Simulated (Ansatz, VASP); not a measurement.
# SiC (Moissanite 3C): VASP beside Ansatz, part 2 of 2

One calculation is typed for both programs; each brings its own data sets. How far apart do they land? The cell is taken from a series of runs on this material, whose earlier steps may have relaxed, scaled, displaced or heated it; both programs get it as it stands.

VASP 6.6.1 and Ansatz 0.2.0.

So far: Starting point; VASP: G0W0 gap, LDA.

### Step 3. Ansatz: G0W0 gap, LDA

Level of this step: Ansatz beside VASP: Kohn-Sham DFT, plane waves, LDA (Ansatz).

Ansatz runs on PAW files that the input asks for by source.

The same cell, functional (in two slightly different forms) and mesh now go to Ansatz, which takes its cutoff from its data sets.

The input, input.yaml:

```yaml
crystal:
  lattice:
    - [0.0, 2.179, 2.179]
    - [2.179, 0.0, 2.179]
    - [2.179, 2.179, 0.0]
  atoms:
    - { symbol: Si, position: [0.0, 0.0, 0.0] }
    - { symbol: C, position: [0.25, 0.25, 0.25] }
kpoints:
  mp_grid: { grid: [10, 10, 10] }
hamiltonian:
  xc: lda
  pseudopotentials: { kind: paw, source: ansatz }
scf:
  occupations: { method: fixed }
gw:
  n_empty_bands: 185
  ecut_chi: 250
  qp_bands: [v2, c2]
  qp_kpoints: band_edges
  screening: { model: contour_deformation }
```

Launch:

```bash
$ ansatz run input.yaml --threads 3 --pin off --max-ram 92160MiB --backend cuda --events-out ev --progress --plain --runs-dir out --devices 1 --max-vram 13GiB
```

Numbers of over 12 decimals in the logs are rounded to 6 here.

Output:

```text
GPUs: using 1 of 1 available (devices: 1).
Engine: ansatz 0.2.0, x86_64-unknown-linux-gnu
Pseudopotentials: kind: paw
Pseudopotential: Si, paw, valence charge 4, recommended cutoff 460 eV (normal), Si.paw.azcp
Pseudopotential: C, paw, valence charge 4, recommended cutoff 820 eV (normal), C.paw.azcp
Functional definition: SPW92
  exchange = slater_x
  correlation = pw_c
device memory: the entry about to start is reckoned to put 0.7 GiB on a device that reports 62.1 GiB free (of which the cap on the GPU budget leaves the run 13.0 GiB)
GPU FFT provider: cuFFT
GPU libraries: cuBLAS 13.8.2, cuFFT 12.4.0, cuSOLVER 12.3.4
Crystal: 2 atoms, lattice volume = 20.692 Å³
Basis set: ecut = 820 eV, 1067 PW (Γ)
Bands: 8, of which v1, the nominal top of the filled ones, is band 4 counted from 1 (3 counted from 0)
Symmetry: 24 space group operations
Space group: F-43m (ITA 216), of the structure as read, at distance tolerance 2.7e-5 Å
k-points: 47 of 1000 (time reversal used)
Non-local potential: Si, projectors of the file, l = 0: 2, l = 1: 3, l = 2: 1
Non-local potential: C, projectors of the file, l = 0: 2, l = 1: 2
PAW form: soft (Blöchl's): semilocal exchange-correlation on the pseudo side does not see the compensation charge
PAW frozen core: Si, regenerated for the run's functional, and the local potential with it (the file was generated under x = pbe(κ = 0.804, μ = 0.219515), c = pbe(β = 0.066725))
PAW frozen core: C, regenerated for the run's functional, and the local potential with it (the file was generated under x = pbe(κ = 0.804, μ = 0.219515), c = pbe(β = 0.066725))
PAW one-centre angular grid: Si, 110 points (default); XC on 64 Gauss nodes
PAW one-centre angular grid: C, 110 points (default); XC on 64 Gauss nodes
Initial density: superposition of atomic densities (chi_scale 0.1, normalization cell, long waves kept (reshape's long-wave potential 0.00 eV rms))
Initial wavefunctions: pseudopotential atomic-orbital guess
GPU buffer pool allocated for 27000 grid points (all kernels)
GPU transforms: local potential and band sums: pruned to the plane-wave sphere, on 30×30×30
Functional: x = slater, c = lda
SCF iter   1: F=—  HF=-853.701754 eV  |F-HF|=—  |Δ(HF+E_count)|=         —  Δρ=1.39e-1  dr2=4.84e0  ethr=3.10e-3  ⟨swp⟩=4.4  Hψ=2702  notcnv=0  defer=85
preconditioner: auto → none  [insulator: Δε(μ)=3.350 eV  Ē_g=14.649 eV  n_scr=0 (ndim 8)  ℏωp=23.1 eV  f_vac=0.000  ε∞_Penn≈3.5]
SCF iter   2: F=—  HF=-852.243928 eV  |F-HF|=—  |Δ(HF+E_count)|=    1.46e0  Δρ=5.08e-2  dr2=3.60e-1  ethr=3.10e-3  ⟨swp⟩=3.1  Hψ=1256  notcnv=0  defer=79
SCF iter   3: F=—  HF=-852.134982 eV  |F-HF|=—  |Δ(HF+E_count)|=   1.09e-1  Δρ=1.90e-2  dr2=3.91e-2  ethr=3.10e-3  ⟨swp⟩=2.1  Hψ=874  notcnv=0  defer=85
SCF iter   4: F=—  HF=-852.125154 eV  |F-HF|=—  |Δ(HF+E_count)|=   9.83e-3  Δρ=1.22e-3  dr2=1.49e-4  ethr=4.88e-4  ⟨swp⟩=2.0  Hψ=469  notcnv=0  defer=87
SCF iter   5: F=—  HF=-852.125192 eV  |F-HF|=—  |Δ(HF+E_count)|=   3.86e-5  Δρ=1.84e-4  dr2=2.28e-6  ethr=1.86e-6  ⟨swp⟩=2.6  Hψ=589  notcnv=0  defer=87
SCF iter   6: F=—  HF=-852.125192 eV  |F-HF|=—  |Δ(HF+E_count)|=   1.76e-7  Δρ=2.44e-5  dr2=1.17e-7  ethr=1.25e-9  ⟨swp⟩=6.0  Hψ=2204  notcnv=0
SCF iter   7: F=-852.125192 eV  HF=-852.125192 eV  |F-HF|=7.74e-10  |Δ(HF+E_count)|=   3.38e-8  Δρ=3.04e-6  dr2=1.20e-9  ethr=1.25e-9  ⟨swp⟩=2.3  Hψ=758  notcnv=0
SCF 1 converged in 7 iterations: F = -852.125192 eV  dr2 = 1.20e-9
  greatest PAW one-centre occupation: 0.498 electrons in one spin orbital (limit 2), on the Si atom at site 0 (counted from 0), in its partial waves of l = 0
device memory: the entry about to start is reckoned to put 0.9 GiB on a device that reports 62.1 GiB free (of which the cap on the GPU budget leaves the run 13.0 GiB)
NSCF: frozen V_eff on 47 k-points, pencils in batches of 32, up to order 32
the band table was solved once the SCF had ended and its energy, with any forces and stress, was formed, with the checks that follow a solve (3444 applications of the Hamiltonian). They found nothing against the state; the energy, forces and stress were not computed again (output.eigenvalues in the input reference)
device memory: the entry about to start is reckoned to put 4.1 GiB on a device that reports 62.7 GiB free (of which the cap on the GPU budget leaves the run 13.0 GiB)
NSCF: frozen V_eff on 47 k-points
G₀W₀ screening: q 1/47
[... further progress lines ...]
device memory: the entry about to start is reckoned to put 0.3 GiB on a device that reports 53.9 GiB free (of which the cap on the GPU budget leaves the run 13.0 GiB)
NSCF: frozen V_eff on 1 k-points
device memory: the entry about to start is reckoned to put 0.3 GiB on a device that reports 53.9 GiB free (of which the cap on the GPU budget leaves the run 13.0 GiB)
NSCF: frozen V_eff on 1 k-points
SCF converged after 7 iterations
Free energy (F): -852.125192 eV
Harris-Foulkes:  -852.125192 eV  (|F-HF|=7.74e-10)
Internal energy: -852.125192 eV  (E = F + TS)
E sigma→0 (E₀):  -852.125192 eV
Fermi energy:    9.271393 eV
--- Per-component energies (eV) ---
  E_band       = 27.232946
  E_kinetic    = 150.457029
  E_local      = -112.496695  (includes V_loc(G=0)·N_el)
  E_nonlocal   = 45.101990
  E_hartree    = 31.440383
  E_xc         = -112.041828
  E_vxc        = -109.997927  (∫ρ·V_xc dr)
  E_paw        = -569.949613  (= ΣΔE_a)
  E_vpaw       = -8.712486  (= ΣTr[D̂ρ^β])
  E_aug_tail   = -0.000005  (compensation charges beyond the density's cutoff)
  E_ewald      = -284.783780
  E_core_change = 0.147327  (= ΣΔE_core)
  E_smearing   = -0.000000  (= −TS)
  E_closure    = 0.000000  (closes the sum)
  Σ components = -852.125192   (vs F -852.125192, Δ=0.00e0)
--- Band table (eV; the first three rows and the last of 47) ---
  k-point 0: bands = ["-6.0534", "9.2714", "9.2714", "9.2714", "15.5418", "16.4666", "16.4666", "16.4666"]
  k-point 1: bands = ["-5.8573", "8.2719", "9.1365", "9.1365", "15.7568", "16.7091", "16.7091", "16.7615"]
  k-point 2: bands = ["-5.2773", "6.1606", "8.8275", "8.8275", "15.4238", "17.0708", "17.0708", "17.9617"]
  k-point 46: bands = ["-0.7330", "2.1181", "4.4466", "4.6732", "13.8955", "17.1979", "19.2151", "20.3190"]
--- G₀W₀: contour deformation, 7 samples at zero and on the imaginary axis and 3 off it, 1000 q-points, 185 empty bands' worth ---
  eigenvalues of the whole cell's RPA ε∞ on this k-mesh (on a slab, of 1 + 4πα/V) = 6.7143, 6.7143, 6.7143; static W/v taken at q = 0 is 0.148937
  bands read: the sum over 189 bands ends inside a degenerate multiplet in 4 slots, whose members it reads at an even weight; the widest, k=0: bands 189 to 190 (counted from 1) at 1/2 each
  gw.qp_kpoints: band_edges: 17 of 47 stored k-points solved, in 1 pass; an edge of the gap read off the rows below is read off those points alone
    valence top: of the k-points left out ik 7 came nearest to being solved in a further pass, in band 4 (counted from 1, as in the quasiparticle table): it holds the edge there only if its correction is more favourable than any solved in that band by at least 0.623 eV; those differ by 0.184 eV
    conduction bottom: of the k-points left out ik 28 came nearest to being solved in a further pass, in band 5 (counted from 1, as in the quasiparticle table): it holds the edge there only if its correction is more favourable than any solved in that band by at least 0.636 eV; those differ by 0.254 eV
    ik  band        ε_KS         Σx   Σc(E_QP)       V_xc       Z   E_QP_lin       E_QP  E_QP is
     0     3      9.2714   -18.2026     1.6877   -15.8827  0.7873     8.6364     8.6392  root
     0     4      9.2714   -18.2026     1.6877   -15.8827  0.7873     8.6364     8.6392  root
     0     5     15.5418    -9.6872    -5.4946   -15.5730  0.7789    15.9347    15.9330  root
     0     6     16.4666    -8.1587    -5.3848   -14.2581  0.7954    17.1860    17.1812  root
     1     3      9.1365   -18.2185     1.7236   -15.8536  0.7869     8.4923     8.4952  root
     1     4      9.1365   -18.2185     1.7236   -15.8536  0.7869     8.4923     8.4952  root
     1     5     15.7568    -9.1604    -5.4448   -15.0793  0.7840    16.2332    16.2309  root
     1     6     16.7091    -8.0994    -5.4808   -14.3045  0.7925    17.4384    17.4334  root
     2     3      8.8275   -18.2889     1.8174   -15.8080  0.7857     8.1608     8.1640  root
     2     4      8.8275   -18.2889     1.8174   -15.8080  0.7857     8.1608     8.1640  root
     2     5     15.4238    -8.8613    -5.2559   -14.6669  0.7941    15.9761    15.9735  root
     2     6     17.0708    -7.7750    -5.6279   -14.1364  0.7884    17.8101    17.8043  root
     3     3      8.5100   -18.4010     1.9241   -15.7892  0.7843     7.8187     7.8224  root
     3     4      8.5100   -18.4010     1.9241   -15.7892  0.7843     7.8187     7.8224  root
     3     5     15.0108    -8.9796    -5.1371   -14.6726  0.7977    15.5692    15.5667  root
     3     6     16.9449    -7.1814    -5.5651   -13.4628  0.7917    17.6666    17.6613  root
     4     3      8.2906   -18.4992     2.0019   -15.7926  0.7831     7.5819     7.5858  root
     4     4      8.2906   -18.4992     2.0019   -15.7926  0.7831     7.5819     7.5858  root
     4     5     14.7423    -9.1115    -5.0694   -14.7364  0.7996    15.3004    15.2978  root
     4     6     16.5765    -6.8374    -5.4303   -12.9639  0.7965    17.2772    17.2727  root
     5     3      8.2138   -18.5375     2.0297   -15.7971  0.7827     7.4989     7.5030  root
     5     4      8.2138   -18.5375     2.0297   -15.7971  0.7827     7.4989     7.5030  root
     5     5     14.6526    -9.1652    -5.0477   -14.7682  0.8001    15.2104    15.2079  root
     5     6     16.4114    -6.7478    -5.3765   -12.8129  0.7982    17.1043    17.1000  root
[...]
43     3      5.4430   -17.8946     2.7355   -14.3647  0.7639     4.6404     4.6486  root
    43     4      5.4519   -18.3082     2.8817   -14.6140  0.7612     4.6305     4.6393  root
    43     5     11.7557    -7.5985    -4.2556   -12.2541  0.8108    12.1566    12.1557  root
    43     6     14.5933    -7.5871    -4.8446   -13.0691  0.8125    15.2338    15.2308  root
    46     3      4.4466   -18.0539     3.2698   -13.9701  0.7493     3.6255     3.6327  root
    46     4      4.6732   -17.5165     2.9482   -13.7833  0.7560     3.8813     3.8882  root
    46     5     13.8955    -7.5382    -4.8490   -12.9136  0.7975    14.4242    14.4218  root
    46     6     17.1979    -7.5917    -5.5745   -13.8971  0.7903    17.9343    17.9288  root
```

### Step 4. Comparison

Known differences besides the potentials themselves: the two LDA forms differ slightly; fixed occupations in Ansatz, narrow Gaussian smearing in VASP; the cutoff is 820 eV in Ansatz and 440 eV in VASP; VASP's log shows a relativistic correction to its local exchange, Ansatz's none; Ansatz integrates over frequency by contour deformation, VASP on a grid of NOMEGA points; Ansatz's G0W0 levels solve the quasiparticle equation, VASP's are linearised. Total energies have different zeros and are not compared.

The two programs side by side:

```csv
quantity,Ansatz,VASP,difference
G0W0 gap on the mesh (eV),2.31,2.29,+0.02
Kohn-Sham gap under it (eV),1.32,1.30,+0.01
```

### Step 5. Outcome

```json
{
  "difference in G0W0 gap on the mesh (G0W0 gap, LDA)": "0.021 eV"
}
```

The difference in G0W0 gap on the mesh is 0.021 eV (G0W0 gap, LDA). Such differences can come from data sets, numerical settings and the points named under the comparisons, not from the functional's error against experiment.

[Lines on the potential files, build, host, timing and source positions are cut from VASP's logs without a mark.]

[Logs are printed without paths, hosts, clocks, repeated set-up lines and the standing remarks that a program may print on its own settings, such as how far it seeks lower states.]

[Hosts, paths, dates, database ids (printed as entryN), source tags and the programs' standing remarks are cut or masked in the printed files.]
